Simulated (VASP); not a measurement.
Method: LDA (Ceperley-Alder, Perdew-Zunger), VASP's LDA PAW potentials (set 64) (plane waves; VASP 6.6.1).

The input files of a VASP run:

**KPOINTS**
```
K-points
0
G
  7 7 7
```

### INCAR
```
IBRION  =  2
LREAL  =  .False.
SYSTEM  =  InSb
ISIF  =  3   # ions, shape and volume
NELM  =  100
EDIFFG  =  -0.02   # ionic stop
PSTRESS  =  100   # kbar
EDIFF  =  1E-6   # SCF stop (eV)
ISMEAR  =  0   # Gaussian
ALGO  =  Normal   # blocked Davidson
NSW  =  40   # most ionic steps
ENCUT  =  500   # plane-wave cut-off (eV)
LCHARG  =  .False.
PREC  =  Accurate
LMAXMIX  =  4   # l cut-off of mixed one-centre charges
LWAVE  =  .False.
LASPH  =  .True.
SIGMA  =  0.05   # width (eV)
```

File POSCAR:
```
InSb
1.0
  0.0000000000   3.1354568743   3.1354568743
  3.1354568743   0.0000000000   3.1354568743
  3.1354568743   3.1354568743   0.0000000000
In Sb
1 1
direct
  0.0000000000   0.0000000000   0.0000000000
  0.2500000000   0.2500000000   0.2500000000
```

POTCAR, in this order: In_d Sb (LDA.64 set). Program: vasp_std.

### Question
What will the output report for the number of irreducible k-points (NKPTS), largest plane-wave count, number of space-group operations, FFT grid (NGX, NGY, NGZ)?

### Answer

```yaml
number of irreducible k-points (NKPTS): 20
largest_plane_wave_count: 1584
number_of_space_group_operations: 24
FFT grid (NGX, NGY, NGZ): 32 × 32 × 32
```

The compound is InSb in the zinc blende structure. This run relaxes it under an external pressure of 10 GPa. Symmetry was kept, so distortions that lower it aren't found.
